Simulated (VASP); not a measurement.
BeSe (zinc blende), at 1.04 of the tabulated volume:

```xyz
2
Lattice="0.0000 2.6038 2.6038 2.6038 0.0000 2.6038 2.6038 2.6038 0.0000" Properties=species:S:1:pos:R:3 pbc="T T T"
Be     0.0000     0.0000     0.0000
Se     1.3019     1.3019     1.3019
```

The lowest empty band near X, direction across the valley's axis, from PBE with spin-orbit coupling in VASP (PAW); its two spin partners are averaged. The gap over the points computed is 2.56 eV, and the next band on that side lies 1.52 eV away at the edge.

Settings: 400 eV cut-off, 10×10×10 Γ-centred mesh, Gaussian smearing of 0.050 eV, potentials Be Se.

| distance from the edge in k (1/Å) | distance in energy (meV) |
|---|---|
| 0.018 | 4.5 |
| 0.025 | 8.7 |
| 0.035 | 17.1 |
| 0.050 | 34.7 |
| 0.070 | 67.8 |

Q: Fit E(1 + αE) = ħ²k²/2m* (ħ²/2m0 = 3.810 eV Å²) and predict the row at 0.095 1/Å.

A: The rows don't resolve α, so a parabola serves: the electron mass is m* = 0.275 m0, and so 125.0 meV. The run gave 124.2 meV, -0.8 meV from the fit.

Left out are points under 3 meV from the edge, since the levels carry 0.1 meV, and points farther than half the way to the next band.

The compound is BeSe in the zinc blende structure. The cell was not relaxed at this level.
